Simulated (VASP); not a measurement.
Given:

```xyz
2
Lattice="0.0000 2.2521 2.2521 2.2521 0.0000 2.2521 2.2521 2.2521 0.0000" Properties=species:S:1:pos:R:3 pbc="T T T"
Ga     0.0000     0.0000     0.0000
N      1.1260     1.1260     1.1260
```

These are HSEsol screened hybrid, VASP's PBE PAW potentials (set 64) (plane waves; VASP) values and carry that method's errors. Run with 520 eV cut-off, 8×8×8 Γ-centred mesh, Gaussian smearing of 0.050 eV, potentials Ga_d N.

Give the stress tensor in GPa (positive for a compressed cell).

```
-5.19   0.00   0.00
 0.00  -5.19   0.00
 0.00   0.00  -5.19
```
The pressure is its mean diagonal, -5.19 GPa.

The compound is GaN in the zinc blende structure, a metastable form; wurtzite is the usual one. This cell is one point of a volume scan, at 0.97 of the reference volume. The cell's shape comes from a PBE relaxation.
